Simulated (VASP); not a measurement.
## Si (relaxed from the beta-Sn structure, space group I4_1/amd): computed properties

Method: r2SCAN meta-GGA, VASP's PBE PAW potentials (set 64) (plane waves; VASP).

| Item | Value |
|---|---|
| space group | I4_1/amd (141) |
| cell | a = b = 4.777 Å, c = 2.673 Å, α = β = γ = 90.00° |
| volume per atom | 15.25 Å³/atom |
| band gap (over mesh and band path) | none (metal, semimetal or under 0.01 eV) |
| density | 3.06 g/cm³ |

Space group I4₁/amd, origin choice 1 (No. 141); a = b = 4.7768 Å, c = 2.6729 Å, α = β = γ = 90.00°

| atom | site | symmetry | x | y | z |
|---|---|---|---|---|---|
| Si | 4a | -4m2 | 0.0000 | 0.0000 | 0.0000 |
(The calculation used a cell of 2 atoms; values per cell refer to that cell.)

The structure was generated: Si was put into the beta-Sn type (I4_1/amd), which need not be its known phase. It was relaxed first. Symmetry was kept, so distortions that lower it aren't found.
